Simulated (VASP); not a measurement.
```xyz
2
Lattice="0.0000 2.4350 2.4350 2.4350 0.0000 2.4350 2.4350 2.4350 0.0000" Properties=species:S:1:pos:R:3 pbc="T T T"
Be     0.0000     0.0000     0.0000
S      1.2175     1.2175     1.2175
```

Level of theory: PBE GGA, VASP's PBE PAW potentials (set 64) (plane waves; VASP). Settings: 400 eV cut-off, 8×8×8 Γ-centred mesh, Gaussian smearing of 0.050 eV, potentials Be S.

### Question
What does the run give for the energy per atom (σ→0), band gap (on the k-mesh) with the smallest direct gap where there is one?

### Answer

The band gap (on the k-mesh) is 3.14 eV and the smallest direct gap (on the k-mesh) comes out as 5.67 eV. The energy per atom (σ→0) is -5.006 eV/atom.

Total energies compare only between runs with the same potentials, cut-off and functional.

The compound is BeS in the zinc blende structure. The cell was not relaxed at this level.
